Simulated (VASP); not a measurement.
Level of theory: PBEsol GGA, VASP's PBE PAW potentials (set 64) (plane waves; VASP).

The input files of a VASP run:

File KPOINTS:
```
Automatic mesh
0
Gamma
11 11 11
0 0 0
```

File POSCAR:
```
CdS
1
   -0.0000000000     2.9122876473     2.9122876473
    2.9122876473     0.0000000000     2.9122876473
    2.9122876473     2.9122876473     0.0000000000
Cd S
1 1
Direct
  0.0000000000   0.0000000000   0.0000000000
  0.2500000000   0.2500000000   0.2500000000
```

### INCAR
```
! general
SYSTEM   = CdS
PREC     = Accurate
ENCUT    = 400
LREAL    = F
LASPH    = T

! electronic loop
EDIFF    = 1E-8
NELM     = 100
ALGO     = Normal
LMAXMIX  = 4

! smearing
ISMEAR   = 0
SIGMA    = 0.01

! functional
GGA      = PS

! ions
IBRION   = 8
NSW      = 1

! output
LWAVE    = F
LCHARG   = F

! other
LEPSILON = T
```

POTCAR, in this order: Cd S (PBE.64 set). Program: vasp_std.

The resulting files:

**OUTCAR**
```
 ion  position               nearest neighbor table
   1  0.000  0.000  0.000-   2 2.52   2 2.52   2 2.52   2 2.52
   2  0.250  0.250  0.250-   1 2.52   1 2.52   1 2.52   1 2.52
  LATTYP: Found a face centered cubic cell.
 ALAT       =     5.8245752946
 Subroutine PRICEL returns:
 Original cell was already a primitive cell.
 Subroutine GETGRP returns: Found 24 space group operations
The static configuration has the point symmetry T_d .
The dynamic configuration has the point symmetry T_d .
 Subroutine INISYM returns: Found 24 space group operations
 Subroutine IBZKPT returns following result:
 Found     56 irreducible k-points:

 Following reciprocal coordinates:
            Coordinates               Weight
  0.000000  0.000000  0.000000      1.000000
  0.090909  0.000000  0.000000      8.000000
  0.181818  0.000000  0.000000      8.000000
  0.272727  0.000000  0.000000      8.000000
  0.363636  0.000000  0.000000      8.000000
  0.454545  0.000000  0.000000      8.000000
  0.090909  0.090909  0.000000      6.000000
  0.181818  0.090909  0.000000     24.000000
  0.272727  0.090909  0.000000     24.000000
...
```

### OUTCAR
```


 HEAD OF MICROSCOPIC STATIC DIELECTRIC TENSOR (INDEPENDENT PARTICLE, excluding Hartree and local field effects)
 ------------------------------------------------------
           6.935951     0.000000     0.000000
           0.000000     6.935951     0.000000
          -0.000000     0.000000     6.935951
 ------------------------------------------------------

 MACROSCOPIC STATIC DIELECTRIC TENSOR (including local field effects in DFT)
 ------------------------------------------------------
           6.554995     0.000000    -0.000000
          -0.000000     6.554995     0.000000
           0.000000    -0.000000     6.554995
 ------------------------------------------------------

 PIEZOELECTRIC TENSOR (including local field effects)  for field in x, y, z        (e  Angst)
          XX          YY          ZZ          XY          YZ          ZX
  --------------------------------------------------------------------------------
  x    -0.00000    -0.00000     0.00000     0.00000    -1.95699     0.00000
  y    -0.00000     0.00000     0.00000     0.00000    -0.00000    -1.95699
  z    -0.00000     0.00000     0.00000    -1.95699     0.00000     0.00000

 PIEZOELECTRIC TENSOR (including local field effects)  for field in x, y, z        (C/m^2)
          XX          YY          ZZ          XY          YZ          ZX
  --------------------------------------------------------------------------------
  x    -0.00000    -0.00000     0.00000     0.00000    -0.63470     0.00000
  y    -0.00000     0.00000     0.00000     0.00000    -0.00000    -0.63470
  z    -0.00000     0.00000     0.00000    -0.63470     0.00000     0.00000

 BORN EFFECTIVE CHARGES (including local field effects) (in |e|, cummulative output)
 ---------------------------------------------------------------------------------
 ion    1
    1     2.18438     0.00000    -0.00000
    2    -0.00000     2.18438     0.00000
    3     0.00000     0.00000     2.18438
 ion    2
    1    -2.18438     0.00000     0.00000
    2     0.00000    -2.18438    -0.00000
    3    -0.00000     0.00000    -2.18438
```
(Selected blocks of OUTCAR.)

The dielectric response may not be converged in the k-mesh; for small gaps it tends to come out too large.

The structure comes from a measured CdS entry (F-43m) of the Crystallography Open Database, whose conditions weren't checked. It was relaxed first.
